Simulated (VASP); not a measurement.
**Ta under pressure and tension**

How does Ta change with the volume? The starting structure is a measured crystal structure from the Crystallography Open Database. All runs use LDA. The equilibrium cell comes from relaxations that aren't shown. At each volume, shape and positions are relaxed as far as symmetry leaves them free.

Program: VASP 6.6.1. Level of theory: Kohn-Sham DFT with plane waves and PAW; LDA. Results are calculated unless marked as measured.

## Step 1: Starting point

Symmetry: Im-3m, No. 229, cubic system. Conventional cell: a = 3.303 Å, b = 3.303 Å, c = 3.303 Å, α = 90.00°, β = 90.00°, γ = 90.00°. Nearest to Ta lie 8 Ta at 2.86 Å.

Coordinates:

```xyz
1
Lattice="-1.6513 1.6513 1.6513 1.6513 -1.6513 1.6513 1.6513 1.6513 -1.6513" Properties=species:S:1:pos:R:3 pbc="T T T"
Ta    0.0000    0.0000    0.0000
```

## Step 2: Relaxation at the equilibrium volume

File INCAR:

```
SYSTEM = Ta
PREC = Accurate
ENCUT = 500
EDIFF = 1E-07
NELM = 100
ISMEAR = 1
SIGMA = 0.15
LREAL = .FALSE.
ALGO = Normal
GGA = CA
NBANDS = 11
LASPH = .TRUE.
LORBIT = 11
LWAVE = .FALSE.
LCHARG = .FALSE.
KPAR = 4
IBRION = 2
NSW = 50
ISIF = 4
EDIFFG = -0.003
```

File POSCAR:

```
Ta
1.0
   -1.6284706044      1.6284706044      1.6284706044
    1.6284706044     -1.6284706044      1.6284706044
    1.6284706044      1.6284706044     -1.6284706044
Ta
1
Direct
    0.0000000000      0.0000000000      0.0000000000
```

File KPOINTS:

```
Automatic mesh
0
Gamma
18 18 18
0 0 0
```

Potentials, in the order of the species: Ta_pv (LDA family, release 64).

The run is started by

```console
$ mpirun -np 4 vasp_std
```

What it wrote:

```text
[banner, memory and clock lines left out]
running    4 mpi-ranks, on    1 nodes
 distrk:  each k-point on    1 cores,    4 groups
 distr:  one band on    1 cores,    1 groups

 POSCAR found type information on POSCAR Ta
 POSCAR found :  1 types and       1 ions
 LDA part: xc-table for (Slater(with rela. corr.)+CA(PZ))
 , standard interpolation
 POSCAR, INCAR and KPOINTS ok, starting setup
 FFT: planning ... GRIDC
 FFT: planning ... GRID_SOFT
 FFT: planning ... GRID
 WAVECAR not read
 entering main loop
       N       E                     dE             d eps       ncg     rms          rms(c)
DAV:   1     0.577276967242E+02    0.57728E+02   -0.61454E+03  4290   0.933E+02
DAV:   2    -0.123276447009E+02   -0.70055E+02   -0.68520E+02  4791   0.250E+02
DAV:   3    -0.132908675622E+02   -0.96322E+00   -0.93795E+00  5187   0.278E+01
DAV:   4    -0.132943212476E+02   -0.34537E-02   -0.34525E-02  4809   0.171E+00
DAV:   5    -0.132943340181E+02   -0.12771E-04   -0.12769E-04  5049   0.104E-01    0.145E+01
DAV:   6    -0.129402883092E+02    0.35405E+00   -0.30546E-01  4851   0.591E+00    0.705E+00
DAV:   7    -0.128316265969E+02    0.10866E+00   -0.26242E-01  4896   0.504E+00    0.350E-01
DAV:   8    -0.128299021207E+02    0.17245E-02   -0.75083E-03  4993   0.752E-01    0.510E-02
DAV:   9    -0.128298965987E+02    0.55220E-05   -0.56017E-05  4958   0.714E-02    0.228E-02
DAV:  10    -0.128298961035E+02    0.49521E-06   -0.36215E-06  4922   0.212E-02    0.458E-03
DAV:  11    -0.128298960557E+02    0.47881E-07   -0.21546E-07  4704   0.508E-03
   1 F= -.12829896E+02 E0= -.12830116E+02  d E =-.128299E+02
 curvature:   0.00 expect dE= 0.000E+00 dE for cont linesearch  0.000E+00
 trial: gam= 0.00000 g(F)=  0.301E-63 g(S)=  0.387E-33 ort = 0.000E+00 (trialstep = 0.100E+01)
 search vector abs. value=  0.100E-09
 reached required accuracy - stopping structural energy minimisation
```

It took 3.6 s on 4 MPI ranks of Intel Xeon 6975P-C (Granite Rapids), shared host; peak memory 0.57 GiB.

The logs omit lines about the potential files and the build; timing stands in the text.

From OUTCAR (step 2):

```text
ion  position               nearest neighbor table
   1  0.000  0.000  0.000-

  LATTYP: Found a body centered cubic cell.
 ALAT       =     3.2569412088

 Subroutine GETGRP returns: Found 48 space group operations
 (whereof 48 operations were pure point group operations)

The static configuration has the point symmetry O_h .

 Found    195 irreducible k-points:

   k-points           NKPTS =    195   k-points in BZ     NKDIM =    195   number of bands    NBANDS=     11

   dimension x,y,z NGX =    24 NGY =   24 NGZ =   24
   dimension x,y,z NGXF=    48 NGYF=   48 NGZF=   48

   ENCUT  =  500.0 eV  36.75 Ry    6.06 a.u.   5.14  5.14  5.14*2*pi/ulx,y,z

   NELECT =      11.0000    total number of electrons

 k-points in reciprocal lattice and weights: Automatic mesh
   0.00000000  0.00000000  0.00000000       0.000
   0.05555556  0.00000000  0.00000000       0.002
   0.11111111  0.00000000  0.00000000       0.002
   0.16666667  0.00000000  0.00000000       0.002
   0.22222222  0.00000000  0.00000000       0.002
   0.27777778  0.00000000  0.00000000       0.002
   0.33333333  0.00000000  0.00000000       0.002
   0.38888889  0.00000000  0.00000000       0.002
   0.44444444  0.00000000  0.00000000       0.002
[...]
0.50000000  0.50000000  0.44444444       0.002
   0.50000000  0.50000000  0.50000000       0.000

 average (electrostatic) potential at core
       1 -36.3678

 E-fermi :   5.7453

 k-point     1 :       0.0000    0.0000    0.0000
  band No.  band energies     occupation
      1     -26.9837      2.00000
      2     -26.9837      2.00000
      3     -26.9837      2.00000
      4      -2.2467      2.00000
      5       6.4187     -0.00000
      6       6.4187     -0.00000
      7       6.4187     -0.00000
      8       9.8287      0.00000
      9       9.8287      0.00000
    ...

 k-point     2 :       0.0556    0.0000    0.0000
  band No.  band energies     occupation
      1     -27.0292      2.00000
      2     -26.9975      2.00000
      3     -26.9840      2.00000
      4      -2.0998      2.00000
      5       6.3235     -0.00000
      6       6.3935     -0.00000
      7       6.5622     -0.00000
      8       9.6699      0.00000
      9       9.8285      0.00000
    ...

 k-point     3 :       0.1111    0.0000    0.0000
  band No.  band energies     occupation
      1     -27.1587      2.00000
      2     -27.0370      2.00000
      3     -26.9848      2.00000
      4      -1.6759      2.00000
      5       6.0614     -0.01111
      6       6.2857     -0.00000
      7       6.9882     -0.00000
      8       9.3396      0.00000
      9       9.8364      0.00000
    ...

  Total       -0.0010679     -0.0010679     -0.0010679      0.0000000      0.0000000      0.0000000
  in kB       -0.0990481     -0.0990481     -0.0990481      0.0000000      0.0000000      0.0000000
  external PRESSURE =      -0.0990481 kB  Pullay stress =       0.0000000 kB

  energy-cutoff  :      500.00
  volume of cell :       17.27
      direct lattice vectors                 reciprocal lattice vectors
    -1.628470604  1.628470604  1.628470604     0.000000000  0.307036552  0.307036552
     1.628470604 -1.628470604  1.628470604     0.307036552  0.000000000  0.307036552
     1.628470604  1.628470604 -1.628470604     0.307036552  0.307036552  0.000000000

 POSITION                                       TOTAL-FORCE (eV/Angst)
 -----------------------------------------------------------------------------------
      0.00000      0.00000      0.00000         0.000000     -0.000000     -0.000000
 -----------------------------------------------------------------------------------
    total drift:                                0.000000      0.000000     -0.000000

  FREE ENERGIE OF THE ION-ELECTRON SYSTEM (eV)
  ---------------------------------------------------
  free  energy   TOTEN  =       -12.8298960557 eV

  energy  without entropy=      -12.8305569724  energy(sigma->0) =      -12.83011636

 reached required accuracy - stopping structural energy minimisation

 total charge
# of ion       s       p       d       tot
------------------------------------------
    1        0.381   6.171   2.486   9.039

[... 3 further parts left out ...]
```

This run has no spin polarisation. Its electron count is odd, so without a moment it is a metal by construction. The run keeps the 48 symmetry operations of its start, so it cannot find a distortion of lower symmetry.

The equilibrium volume: 17.274 Å³ an atom and a pressure of -0.01 GPa.

## Step 3: Relaxation at 0.96 of the equilibrium volume

INCAR is that of step 2.

File POSCAR:

```
Ta
1.0
   -1.6064615469      1.6064615469      1.6064615469
    1.6064615469     -1.6064615469      1.6064615469
    1.6064615469      1.6064615469     -1.6064615469
Ta
1
Direct
    0.0000000000      0.0000000000      0.0000000000
```

KPOINTS is that of step 2.

The run is started by

```console
$ mpirun -np 4 vasp_std
```

What it wrote:

```text
[... set-up lines as in an earlier step ...]
 entering main loop
       N       E                     dE             d eps       ncg     rms          rms(c)
DAV:   1     0.553547562401E+02    0.55355E+02   -0.62035E+03  4314   0.943E+02
DAV:   2    -0.123665789614E+02   -0.67721E+02   -0.66124E+02  4715   0.246E+02
DAV:   3    -0.132437802541E+02   -0.87720E+00   -0.86774E+00  5237   0.272E+01
DAV:   4    -0.132464819165E+02   -0.27017E-02   -0.27010E-02  4782   0.155E+00
[...]
DAV:   9    -0.128090704216E+02    0.26770E-04   -0.98990E-05  4961   0.101E-01    0.222E-02
DAV:  10    -0.128090700837E+02    0.33793E-06   -0.45956E-06  4863   0.233E-02    0.569E-03
DAV:  11    -0.128090700268E+02    0.56863E-07   -0.18590E-07  4653   0.464E-03
   1 F= -.12809070E+02 E0= -.12808873E+02  d E =-.128091E+02
[...]
reached required accuracy - stopping structural energy minimisation
```

Run time: 3.4 s. Hardware: 4 MPI ranks; peak memory 0.56 GiB.

OUTCAR, selected parts (step 3):

```text
  Total        1.0179765      1.0179765      1.0179765      0.0000000      0.0000000      0.0000000
  in kB       98.3506704     98.3506704     98.3506704      0.0000000      0.0000000      0.0000000
  external PRESSURE =      98.3506704 kB  Pullay stress =       0.0000000 kB

 POSITION                                       TOTAL-FORCE (eV/Angst)
 -----------------------------------------------------------------------------------
      0.00000      0.00000      0.00000        -0.000000      0.000000      0.000000
 -----------------------------------------------------------------------------------
    total drift:                                0.000000     -0.000000      0.000000

  FREE ENERGIE OF THE ION-ELECTRON SYSTEM (eV)
  ---------------------------------------------------
  free  energy   TOTEN  =       -12.8090700268 eV

  energy  without entropy=      -12.8084792497  energy(sigma->0) =      -12.80887310

[... 2 parts as in an earlier step ...]

[... 2 further parts left out ...]
[key lines of the parts left out:]
E-fermi :   6.0848
```

0.96 of the equilibrium volume: 16.583 Å³ an atom and a pressure of 9.84 GPa.

## Step 4: Relaxation at 1.04 of the equilibrium volume

INCAR is that of step 3.

File POSCAR:

```
Ta
1.0
   -1.6499003067      1.6499003067      1.6499003067
    1.6499003067     -1.6499003067      1.6499003067
    1.6499003067      1.6499003067     -1.6499003067
Ta
1
Direct
    0.0000000000      0.0000000000      0.0000000000
```

KPOINTS is that of step 3.

The run is started by

```console
$ mpirun -np 4 vasp_std
```

What it wrote:

```text
[... set-up lines as in an earlier step ...]
 entering main loop
       N       E                     dE             d eps       ncg     rms          rms(c)
DAV:   1     0.569883904439E+02    0.56988E+02   -0.61688E+03  4301   0.930E+02
DAV:   2    -0.123579049806E+02   -0.69346E+02   -0.67697E+02  4740   0.246E+02
DAV:   3    -0.133040995052E+02   -0.94619E+00   -0.93090E+00  5261   0.279E+01
DAV:   4    -0.133073493999E+02   -0.32499E-02   -0.32493E-02  4808   0.172E+00
[...]
DAV:   9    -0.128121382047E+02   -0.33942E-05   -0.41726E-05  4943   0.551E-02    0.214E-02
DAV:  10    -0.128121376000E+02    0.60462E-06   -0.30622E-06  4948   0.201E-02    0.389E-03
DAV:  11    -0.128121375508E+02    0.49241E-07   -0.29370E-07  4728   0.584E-03
   1 F= -.12812138E+02 E0= -.12812415E+02  d E =-.128121E+02
[...]
reached required accuracy - stopping structural energy minimisation
```

The job ended after 3.6 s (4 MPI ranks; peak memory 0.58 GiB; 12 s of CPU time).

From OUTCAR (step 4):

```text
  Total       -0.9053032     -0.9053032     -0.9053032      0.0000000     -0.0000000      0.0000000
  in kB      -80.7367964    -80.7367964    -80.7367964      0.0000000     -0.0000000      0.0000000
  external PRESSURE =     -80.7367964 kB  Pullay stress =       0.0000000 kB

 POSITION                                       TOTAL-FORCE (eV/Angst)
 -----------------------------------------------------------------------------------
      0.00000      0.00000      0.00000         0.000000     -0.000000      0.000000
 -----------------------------------------------------------------------------------
    total drift:                               -0.000000      0.000000     -0.000000

  FREE ENERGIE OF THE ION-ELECTRON SYSTEM (eV)
  ---------------------------------------------------
  free  energy   TOTEN  =       -12.8121375508 eV

  energy  without entropy=      -12.8129700077  energy(sigma->0) =      -12.81241504

[... 2 parts as in an earlier step ...]

[... 2 further parts left out ...]
[key lines of the parts left out:]
E-fermi :   5.4267
```

1.04 of the equilibrium volume: 17.965 Å³ an atom and a pressure of -8.07 GPa.

## Step 5: Relaxation at 0.92 of the equilibrium volume

INCAR is that of step 4.

File POSCAR:

```
Ta
1.0
   -1.5838323137      1.5838323137      1.5838323137
    1.5838323137     -1.5838323137      1.5838323137
    1.5838323137      1.5838323137     -1.5838323137
Ta
1
Direct
    0.0000000000      0.0000000000      0.0000000000
```

KPOINTS is that of step 4.

The run is started by

```console
$ mpirun -np 4 vasp_std
```

What it wrote:

```text
[... set-up lines as in an earlier step ...]
 entering main loop
       N       E                     dE             d eps       ncg     rms          rms(c)
DAV:   1     0.567587796075E+02    0.56759E+02   -0.61822E+03  4298   0.951E+02
DAV:   2    -0.122753022708E+02   -0.69034E+02   -0.67541E+02  4782   0.251E+02
DAV:   3    -0.131528325753E+02   -0.87753E+00   -0.87009E+00  5179   0.274E+01
DAV:   4    -0.131552990227E+02   -0.24664E-02   -0.24659E-02  4725   0.153E+00
[...]
DAV:   9    -0.127417847412E+02    0.13632E-04   -0.71316E-05  4958   0.841E-02    0.225E-02
DAV:  10    -0.127417846591E+02    0.82106E-07   -0.36912E-06  4777   0.213E-02    0.580E-03
DAV:  11    -0.127417846154E+02    0.43732E-07   -0.16891E-07  4448   0.454E-03
   1 F= -.12741785E+02 E0= -.12741371E+02  d E =-.127418E+02
[...]
reached required accuracy - stopping structural energy minimisation
```

Run time: 3.4 s. Hardware: 4 MPI ranks; peak memory 0.53 GiB.

From OUTCAR (step 5):

```text
  Total        2.1405232      2.1405232      2.1405232      0.0000000      0.0000000      0.0000000
  in kB      215.7957731    215.7957731    215.7957731      0.0000000      0.0000000      0.0000000
  external PRESSURE =     215.7957731 kB  Pullay stress =       0.0000000 kB

 POSITION                                       TOTAL-FORCE (eV/Angst)
 -----------------------------------------------------------------------------------
      0.00000      0.00000      0.00000         0.000000      0.000000      0.000000
 -----------------------------------------------------------------------------------
    total drift:                                0.000000     -0.000000      0.000000

  FREE ENERGIE OF THE ION-ELECTRON SYSTEM (eV)
  ---------------------------------------------------
  free  energy   TOTEN  =       -12.7417846154 eV

  energy  without entropy=      -12.7405445487  energy(sigma->0) =      -12.74137126

[... 2 parts as in an earlier step ...]

[... 2 further parts left out ...]
[key lines of the parts left out:]
E-fermi :   6.4611
```

0.92 of the equilibrium volume: 15.892 Å³ an atom and a pressure of 21.58 GPa.

## Step 6: Relaxation at 0.98 of the equilibrium volume

INCAR is that of step 5.

File POSCAR:

```
Ta
1.0
   -1.6175409422      1.6175409422      1.6175409422
    1.6175409422     -1.6175409422      1.6175409422
    1.6175409422      1.6175409422     -1.6175409422
Ta
1
Direct
    0.0000000000      0.0000000000      0.0000000000
```

KPOINTS is that of step 5.

The run is started by

```console
$ mpirun -np 4 vasp_std
```

What it wrote:

```text
[... set-up lines as in an earlier step ...]
 entering main loop
       N       E                     dE             d eps       ncg     rms          rms(c)
DAV:   1     0.548085786912E+02    0.54809E+02   -0.61400E+03  4290   0.936E+02
DAV:   2    -0.123634700001E+02   -0.67172E+02   -0.65578E+02  4803   0.245E+02
DAV:   3    -0.132723592523E+02   -0.90889E+00   -0.90019E+00  5193   0.274E+01
DAV:   4    -0.132751696177E+02   -0.28104E-02   -0.28095E-02  4787   0.160E+00
[...]
DAV:   9    -0.128247922718E+02    0.65085E-05   -0.56052E-05  4940   0.727E-02    0.231E-02
DAV:  10    -0.128247919642E+02    0.30765E-06   -0.34012E-06  4901   0.206E-02    0.454E-03
DAV:  11    -0.128247919245E+02    0.39696E-07   -0.14208E-07  3700   0.417E-03
   1 F= -.12824792E+02 E0= -.12824835E+02  d E =-.128248E+02
[...]
reached required accuracy - stopping structural energy minimisation
```

Run time: 3.4 s. Hardware: 4 MPI ranks; peak memory 0.56 GiB; 11 s of CPU time.

From OUTCAR (step 6):

```text
  Total        0.4955700      0.4955700      0.4955700     -0.0000000      0.0000000      0.0000000
  in kB       46.9018223     46.9018223     46.9018223     -0.0000000      0.0000000      0.0000000
  external PRESSURE =      46.9018223 kB  Pullay stress =       0.0000000 kB

 POSITION                                       TOTAL-FORCE (eV/Angst)
 -----------------------------------------------------------------------------------
      0.00000      0.00000      0.00000        -0.000000      0.000000     -0.000000
 -----------------------------------------------------------------------------------
    total drift:                                0.000000     -0.000000      0.000000

  FREE ENERGIE OF THE ION-ELECTRON SYSTEM (eV)
  ---------------------------------------------------
  free  energy   TOTEN  =       -12.8247919245 eV

  energy  without entropy=      -12.8249196997  energy(sigma->0) =      -12.82483452

[... 2 parts as in an earlier step ...]

[... 2 further parts left out ...]
[key lines of the parts left out:]
E-fermi :   5.9111
```

0.98 of the equilibrium volume: 16.929 Å³ an atom and a pressure of 4.69 GPa.

## Step 7: Relaxation at 1.02 of the equilibrium volume

INCAR is that of step 6.

File POSCAR:

```
Ta
1.0
   -1.6392554922      1.6392554922      1.6392554922
    1.6392554922     -1.6392554922      1.6392554922
    1.6392554922      1.6392554922     -1.6392554922
Ta
1
Direct
    0.0000000000      0.0000000000      0.0000000000
```

KPOINTS is that of step 6.

The run is started by

```console
$ mpirun -np 4 vasp_std
```

What it wrote:

```text
[... set-up lines as in an earlier step ...]
 entering main loop
       N       E                     dE             d eps       ncg     rms          rms(c)
DAV:   1     0.532713988725E+02    0.53271E+02   -0.61047E+03  4306   0.927E+02
DAV:   2    -0.124472351904E+02   -0.65719E+02   -0.64215E+02  4765   0.241E+02
DAV:   3    -0.133020525552E+02   -0.85482E+00   -0.83996E+00  5263   0.267E+01
DAV:   4    -0.133048169026E+02   -0.27643E-02   -0.27637E-02  4786   0.156E+00
[...]
DAV:   9    -0.128253648955E+02   -0.29916E-05   -0.41048E-05  4937   0.555E-02    0.219E-02
DAV:  10    -0.128253643611E+02    0.53438E-06   -0.29737E-06  4937   0.198E-02    0.392E-03
DAV:  11    -0.128253643178E+02    0.43291E-07   -0.24178E-07  4746   0.533E-03
   1 F= -.12825364E+02 E0= -.12825646E+02  d E =-.128254E+02
[...]
reached required accuracy - stopping structural energy minimisation
```

The job ended after 3.6 s (4 MPI ranks; peak memory 0.57 GiB).

From OUTCAR (step 7):

```text
  Total       -0.4681775     -0.4681775     -0.4681775      0.0000000      0.0000000     -0.0000000
  in kB      -42.5717174    -42.5717174    -42.5717174      0.0000000      0.0000000     -0.0000000
  external PRESSURE =     -42.5717174 kB  Pullay stress =       0.0000000 kB

 POSITION                                       TOTAL-FORCE (eV/Angst)
 -----------------------------------------------------------------------------------
      0.00000      0.00000      0.00000         0.000000      0.000000     -0.000000
 -----------------------------------------------------------------------------------
    total drift:                                0.000000      0.000000     -0.000000

  FREE ENERGIE OF THE ION-ELECTRON SYSTEM (eV)
  ---------------------------------------------------
  free  energy   TOTEN  =       -12.8253643178 eV

  energy  without entropy=      -12.8262093210  energy(sigma->0) =      -12.82564599

[... 2 parts as in an earlier step ...]

[... 2 further parts left out ...]
[key lines of the parts left out:]
E-fermi :   5.5845
```

1.02 of the equilibrium volume: 17.620 Å³ an atom and a pressure of -4.26 GPa.

(Continued in part 2 of 2.)

[Lines on the potential files, build, host, timing and source positions are cut from VASP's logs without a mark.]

[Logs are printed without paths, hosts, clocks, repeated set-up lines and the standing remarks that a program may print on its own settings, such as how far it seeks lower states.]

[Hosts, paths, dates, database ids (printed as entryN), source tags and the programs' standing remarks are cut or masked in the printed files.]
